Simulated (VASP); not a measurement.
Calculation: PBE GGA, VASP's PBE PAW potentials (set 64) (plane waves; VASP).

The input files of a VASP run:

KPOINTS:
```
kpoints
0
M
  2 2 1
```

INCAR:
```
SYSTEM  =  PtS2
PREC  =  Accurate; ENCUT  =  400; LREAL  =  .FALSE.
LASPH  =  .TRUE.
EDIFF  =  1E-6; NELM  =  100; ALGO  =  Normal
LMAXMIX  =  6
ISMEAR  =  0; SIGMA  =  0.05
GGA  =  PE
ISIF  =  2
LWAVE  =  .FALSE.; LCHARG  =  .FALSE.
```

### POSCAR
```
PtS2
1.0
  1.7700000000  -3.0657300000   0.0000000000
  1.7700000000   3.0657300000   0.0000000000
  0.0000000000   0.0000000000   5.0400000000
Pt S
1 2
Cart
  0.0000000000   0.0000000000   0.0000000000
  1.7700000000   1.0219120438   1.1592000000
  1.7700000000  -1.0219120438   3.8808000000
```

POTCAR, in this order: Pt S (PBE.64 set). Program: vasp_std.

The run wrote:

**OSZICAR**
```
       N       E                     dE             d eps       ncg     rms          rms(c)
DAV:   1     0.868609606730E+02    0.86861E+02   -0.91149E+03    68   0.103E+03
DAV:   2    -0.129179823373E+02   -0.99779E+02   -0.96760E+02    74   0.215E+02
DAV:   3    -0.164743669026E+02   -0.35564E+01   -0.35489E+01    81   0.441E+01
DAV:   4    -0.165110311217E+02   -0.36664E-01   -0.36661E-01    81   0.484E+00
DAV:   5    -0.165118299011E+02   -0.79878E-03   -0.79877E-03    81   0.664E-01    0.207E+01
DAV:   6    -0.152679545670E+02    0.12439E+01   -0.90614E+00    60   0.311E+01    0.139E+01
DAV:   7    -0.150439372262E+02    0.22402E+00   -0.15004E+00    60   0.138E+01    0.679E+00
DAV:   8    -0.150234716631E+02    0.20466E-01   -0.87353E-02    88   0.226E+00    0.130E+00
DAV:   9    -0.150181257012E+02    0.53460E-02   -0.15923E-02    74   0.144E+00    0.239E-01
DAV:  10    -0.150184165382E+02   -0.29084E-03   -0.17912E-03    88   0.315E-01    0.105E-01
DAV:  11    -0.150184857803E+02   -0.69242E-04   -0.10258E-04    88   0.101E-01    0.351E-02
DAV:  12    -0.150184838972E+02    0.18832E-05   -0.17300E-05    81   0.461E-02    0.879E-03
DAV:  13    -0.150184842758E+02   -0.37863E-06   -0.21190E-06    72   0.125E-02
   1 F= -.15018484E+02 E0= -.15018484E+02  d E =-.475121E-15
```

### OUTCAR
```
------------------------ aborting loop because EDIFF is reached ----------------------------------------
  FORCE on cell =-STRESS in cart. coord.  units (eV):
  Direction    XX          YY          ZZ          XY          YZ          ZX
  --------------------------------------------------------------------------------------
  Total        3.9005221      3.9005223      3.7116223      0.0000000      0.0000000      0.0000000
  in kB      114.2524768    114.2524821    108.7193019      0.0000000      0.0000000      0.0000000
  external PRESSURE =     112.4080869 kB  Pullay stress =       0.0000000 kB
  volume of cell :       54.70
      direct lattice vectors                 reciprocal lattice vectors
     1.770000000 -3.065730000  0.000000000     0.282485876 -0.163093293  0.000000000
     1.770000000  3.065730000  0.000000000     0.282485876  0.163093293  0.000000000
     0.000000000  0.000000000  5.040000000     0.000000000  0.000000000  0.198412698
 POSITION                                       TOTAL-FORCE (eV/Angst)
 -----------------------------------------------------------------------------------
      0.00000      0.00000      0.00000         0.000000      0.000000     -0.000000
      1.77000      1.02191      1.15920        -0.000000      0.000000      1.845329
      1.77000     -1.02191      3.88080        -0.000000     -0.000000     -1.845329
 -----------------------------------------------------------------------------------
    total drift:                               -0.000000     -0.000000      0.000000
  FREE ENERGIE OF THE ION-ELECTRON SYSTEM (eV)
  ---------------------------------------------------
  free  energy   TOTEN  =       -15.0184842758 eV

  energy  without entropy=      -15.0184842758  energy(sigma->0) =      -15.01848428
```
(Selected blocks of OUTCAR.)

The compound is PtS2 in the 1T layered structure. The cell was not relaxed at this level. The k-mesh is coarse (spacing up to 1.25 per Å, 2π included), so the numbers may not be converged in it. The run is one of a series of settings (KPOINTS 2×2×1 Monkhorst-Pack mesh against the base run), some of them coarse on purpose.
